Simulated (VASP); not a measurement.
```xyz
3
Lattice="0.0000 2.6990 2.6990 2.6990 0.0000 2.6990 2.6990 2.6990 0.0000" Properties=species:S:1:pos:R:3 pbc="T T T"
Si     1.3495     1.3495     1.3495
Si     4.0485     4.0485     4.0485
Ni     0.0000     0.0000     0.0000
```

All values below come from PBE GGA, VASP's PBE PAW potentials (set 64) (plane waves; VASP). Settings: 520 eV cut-off, 10×10×10 Γ-centred mesh, first-order Methfessel-Paxton smearing of 0.10 eV, potentials Si Ni.

Give the stress tensor in GPa (positive for a compressed cell).

```
3.98  0.00  0.00
0.00  3.98  0.00
0.00  0.00  3.98
```
The pressure is its mean diagonal, 3.98 GPa.

The compound is NiSi2 in the fluorite structure. This cell is one point of a volume scan, at 0.97 of the reference volume. The run is not spin-polarised, so no magnetic state was tried.
